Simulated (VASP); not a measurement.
# FeCu (Cmmm) in VASP: single point with PBEsol

Aim: the single point of FeCu with PBEsol.

All numbers are computed with VASP 6.6.1; they aren't measurements. Logs are shortened: lines on timing, memory, paths and dates and some standing lists are left out, and cuts for length are marked.

## (1) The crystal as given

Symmetry: Cmmm, No. 65, orthorhombic system. Conventional cell: a = 2.877 Å, b = 3.976 Å, c = 4.138 Å, α = 90.00°, β = 90.00°, γ = 90.00°. Fe (site symmetry mmm) is surrounded by 4 Fe at 2.45 Å and 4 Cu at 2.52 Å. Cu (site symmetry mmm) is surrounded by 4 Cu at 2.45 Å and 4 Fe at 2.52 Å.

The cell comes from a database or a generator and needn't be the stable form of this composition.

## (2) Single point, PBEsol, collinear spin, typed start

The input, INCAR:

```
PREC = Accurate
ENCUT = 520
EDIFF = 1E-6
ISMEAR = 0
SIGMA = 0.1
LREAL = F
LASPH = T
NELM = 150
ALGO = Fast
ISIF = 2
LWAVE = F
LCHARG = F
ISPIN = 2
MAGMOM = 4 0
LORBIT = 11
LMAXMIX = 4
GGA = PS
NBANDS = 20
```

The input, KPOINTS:

```
Automatic mesh
0
Gamma
  8 8 4
```

The input, POSCAR:

```
FeCu
1.0
    1.4382720000     -1.9879340000      0.0000000000
    1.4382720000      1.9879340000      0.0000000000
    0.0000000000      0.0000000000      4.1381350000
Fe Cu
1 1
Direct
    0.0000000000      0.0000000000      0.0000000000
    0.5000000000      0.5000000000      0.5000000000
```

Potentials or basis: VASP PAW PBE potentials, release 64 (Fe, Cu).

Run with:

```console
> cat potpaw_PBE.64/Fe/POTCAR potpaw_PBE.64/Cu/POTCAR > POTCAR
> mpirun -np 1 vasp_std > vasp.out
```

OUTCAR:

```text
PREC = Accurate
   ENCUT = 520
   EDIFF = 1E-6
   ISMEAR = 0
   LREAL = F
   LASPH = T
   NELM = 150
   ISIF = 2
   ISPIN = 2
   LORBIT = 11
   GGA = PS

 ion  position               nearest neighbor table
   1  0.000  0.000  0.000-   2 2.52   2 2.52   2 2.52   2 2.52   2 2.87   2 2.87   2 2.87   2 2.87

   2  0.500  0.500  0.500-   1 2.52   1 2.52   1 2.52   1 2.52   1 2.87   1 2.87   1 2.87   1 2.87

  LATTYP: Found a base centered orthorhombic cell.
 ALAT       =     2.8765440000
 B/A-ratio  =     1.3821683242
 C/A-ratio  =     1.4385787250

  Lattice vectors:

 A1 = (   1.4382720000,  -1.9879340000,   0.0000000000)
 A2 = (   1.4382720000,   1.9879340000,   0.0000000000)
 A3 = (   0.0000000000,   0.0000000000,   4.1381350000)

Analysis of symmetry for initial positions (statically):
=====================================================================
 Subroutine PRICEL returns:
 Original cell was already a primitive cell.

 Routine SETGRP: Setting up the symmetry group for a
 base centered orthorhombic supercell.

 Subroutine GETGRP returns: Found  8 space group operations
 (whereof  8 operations were pure point group operations)
 out of a pool of  8 trial point group operations.

The static configuration has the point symmetry D_2h.

Analysis of symmetry for dynamics (positions and initial velocities):
=====================================================================
 Subroutine PRICEL returns:
 Original cell was already a primitive cell.

 Routine SETGRP: Setting up the symmetry group for a
 base centered orthorhombic supercell.

 Subroutine GETGRP returns: Found  8 space group operations
 (whereof  8 operations were pure point group operations)
 out of a pool of  8 trial point group operations.

The dynamic configuration has the point symmetry D_2h.

Analysis of structural, dynamic, and magnetic symmetry:
=====================================================================
 Subroutine PRICEL returns:
 Original cell was already a primitive cell.

 Routine SETGRP: Setting up the symmetry group for a
 base centered orthorhombic supercell.

 Subroutine GETGRP returns: Found  8 space group operations
 (whereof  8 operations were pure point group operations)
 out of a pool of  8 trial point group operations.

The overall configuration has the point symmetry D_2h.

 Subroutine INISYM returns: Found  8 space group operations
 (whereof  8 operations are pure point group operations),
[... 116 lines left out ...]
     AMIX_MAG =   1.60;   BMIX_MAG =  1.00
  volume/ion in A,a.u.               =      11.83        79.84
  Fermi-wavevector in a.u.,A,eV,Ry     =   1.521599  2.875405 31.501064  2.315263
  Thomas-Fermi vector in A             =   2.630292
   LORBIT       =     11    0 simple, 1 ext, 2 COOP (PROOUT), +10 PAW based schemes
   GGA     = PS    functional components
   LHFCALC =     F    Hartree Fock is set to
   AEXX    =    0.0000 exact exchange contribution
   IVDW    =     0    specifies the selected vdW correction
   LEPSILON=     F    determine dielectric tensor
   LRPA    =     F    only Hartree local field effects (RPA)
 spin polarized calculation
 RMM-DIIS sequential band-by-band and
 Gauss-broadening in eV      SIGMA  =   0.10
  energy-cutoff  :      520.00
  volume of cell :       23.66
 maximum number of plane-waves:       651
   NGX =  9   NGY =  9   NGZ = 15

 number of electron      18.9999983 magnetization       2.6259457

 Free energy of the ion-electron system (eV)
  ---------------------------------------------------
  ext. energy  EPLUGINS =         0.00000000
  ---------------------------------------------------
  free energy    TOTEN  =       -12.84679965 eV

  energy without entropy =      -12.83669111  energy(sigma->0) =      -12.84174538

 E-fermi :   6.5153     XC(G=0): -12.9718

 val. band max:        6.5141079107   @ k =  -0.2500   0.2500   0.5000
 cond. band min:       6.5165940792   @ k =   0.5000   0.2500   0.5000
 fundamental gap:      0.0024861684
 Fermi energy:         6.5153482505

 spin component 1

 k-point     1 :       0.0000    0.0000    0.0000
  band No.  band energies     occupation
      1      -2.5576      1.00000
      2       1.3211      1.00000
      3       2.5782      1.00000
      4       3.4395      1.00000
      5       3.4622      1.00000
      6       3.6165      1.00000
[... 541 lines left out ...]
     19      29.1670      0.00000
     20      32.3557      0.00000

 [... further k-points ...]

 spin component 2

 k-point     1 :       0.0000    0.0000    0.0000
  band No.  band energies     occupation
      1      -2.4270      1.00000
      2       1.8230      1.00000
      3       2.7628      1.00000
      4       3.9060      1.00000
      5       4.1004      1.00000
      6       4.3772      1.00000
[... 541 lines left out ...]
     19      29.4400      0.00000
     20      32.3322      0.00000

 [... further k-points ...]

------------------------ aborting loop because EDIFF is reached ----------------------------------------

  FORCE on cell =-STRESS in cart. coord.  units (eV):
  Direction    XX          YY          ZZ          XY          YZ          ZX
  --------------------------------------------------------------------------------------
  -------------------------------------------------------------------------------------
  Total       -0.9144408     -1.1368949     -0.8796024      0.0000000      0.0000000      0.0000000
  in kB      -61.9139531    -76.9756297    -59.5551544      0.0000000      0.0000000      0.0000000
  external PRESSURE =     -66.1482457 kB  Pullay stress =       0.0000000 kB

 VOLUME and BASIS-vectors are now :
 -----------------------------------------------------------------------------
  energy-cutoff  :      520.00
  volume of cell :       23.66
      direct lattice vectors                 reciprocal lattice vectors
     1.438272000 -1.987934000  0.000000000     0.347639389 -0.251517405  0.000000000
     1.438272000  1.987934000  0.000000000     0.347639389  0.251517405  0.000000000
     0.000000000  0.000000000  4.138135000     0.000000000  0.000000000  0.241654755

 POSITION                                       TOTAL-FORCE (eV/Angst)
 -----------------------------------------------------------------------------------
      0.00000      0.00000      0.00000         0.000000     -0.000000      0.000000
      1.43827      0.00000      2.06907        -0.000000      0.000000      0.000000
 -----------------------------------------------------------------------------------
    total drift:                               -0.000000     -0.000000     -0.000000

  FREE ENERGIE OF THE ION-ELECTRON SYSTEM (eV)
  ---------------------------------------------------
  free  energy   TOTEN  =       -12.8467996539 eV

  energy  without entropy=      -12.8366911070  energy(sigma->0) =      -12.84174538

 total charge

# of ion       s       p       d       tot
------------------------------------------
    1        0.458   0.465   6.205   7.127
    2        0.473   0.444   9.131  10.048
--------------------------------------------------
tot          0.931   0.909  15.336  17.175

 magnetization (x)

# of ion       s       p       d       tot
------------------------------------------
    1        0.003  -0.005   2.559   2.557
    2       -0.015  -0.041   0.124   0.068
--------------------------------------------------
tot         -0.012  -0.047   2.684   2.625
```

OSZICAR:

```text
N       E                     dE             d eps       ncg     rms          rms(c)
DAV:   1     0.100843910775E+03    0.10084E+03   -0.85276E+03  5512   0.144E+03
DAV:   2    -0.887225197919E+01   -0.10972E+03   -0.99819E+02  5096   0.238E+02
DAV:   3    -0.149114887901E+02   -0.60392E+01   -0.56148E+01  5668   0.678E+01
DAV:   4    -0.149800722109E+02   -0.68583E-01   -0.68513E-01  5624   0.739E+00
DAV:   5    -0.149811391235E+02   -0.10669E-02   -0.10669E-02  5732   0.919E-01    0.149E+01
RMM:   6    -0.137071945691E+02    0.12739E+01   -0.10047E+01  6132   0.441E+01    0.821E+00
RMM:   7    -0.131661304057E+02    0.54106E+00   -0.19325E+00  5998   0.193E+01    0.715E+00
RMM:   8    -0.128766880376E+02    0.28944E+00   -0.12259E-01  6096   0.412E+00    0.280E+00
RMM:   9    -0.128534770951E+02    0.23211E-01   -0.20324E-02  6247   0.159E+00    0.120E+00
RMM:  10    -0.128472801178E+02    0.61970E-02   -0.74132E-03  6284   0.669E-01    0.350E-01
RMM:  11    -0.128467923111E+02    0.48781E-03   -0.14274E-03  6414   0.452E-01    0.100E-01
RMM:  12    -0.128467928469E+02   -0.53583E-06   -0.22265E-04  6706   0.146E-01    0.281E-02
RMM:  13    -0.128467980329E+02   -0.51860E-05   -0.57444E-05  6735   0.786E-02    0.162E-02
RMM:  14    -0.128467992000E+02   -0.11671E-05   -0.12889E-05  6275   0.295E-02    0.804E-03
RMM:  15    -0.128467996539E+02   -0.45392E-06   -0.23915E-06  5292   0.143E-02
   1 F= -.12846800E+02 E0= -.12841745E+02  d E =-.101085E-01  mag=     2.6260
```

stdout:

```text
POSCAR found type information on POSCAR FeCu
 POSCAR found :  2 types and       2 ions
 scaLAPACK will be used
 -----------------------------------------------------------------------------
|                                                                             |
|                                                                             |
|     You enforced a specific xc type in the INCAR file but a different       |
|     I HOPE YOU KNOW WHAT YOU ARE DOING!                                     |
|                                                                             |
 -----------------------------------------------------------------------------

 LDA part: xc-table for (Slater+PW92), standard interpolation
 POSCAR, INCAR and KPOINTS ok, starting setup
 FFT: planning ... GRIDC
 FFT: planning ... GRID_SOFT
 FFT: planning ... GRID
 WAVECAR not read
 entering main loop
WARNING in EDDRMM: call to ZHEGV failed, returncode =   6  3     20
```

Wall time 24 s (1 thread of Intel Xeon 6975P-C (Granite Rapids), shared host); peak memory 0.16 GiB.

Results:

```
Free energy                                           : -12.8468 eV
Pressure                                              : -6.6 GPa
Band gap on the k mesh                                : none (metal or under the smearing width)
Net moment                                            : 2.63 μB per cell
Site moments                                          : Fe +2.56; Cu +0.07 μB
Valence electrons inside the program's atomic spheres : Fe 7.13; Cu 10.05
```

Caveat: the k mesh is coarse (spacing up to 0.38 Å⁻¹), so the values aren't converged; the PAW data sets were made with another functional, which shifts forces and pressure a little.
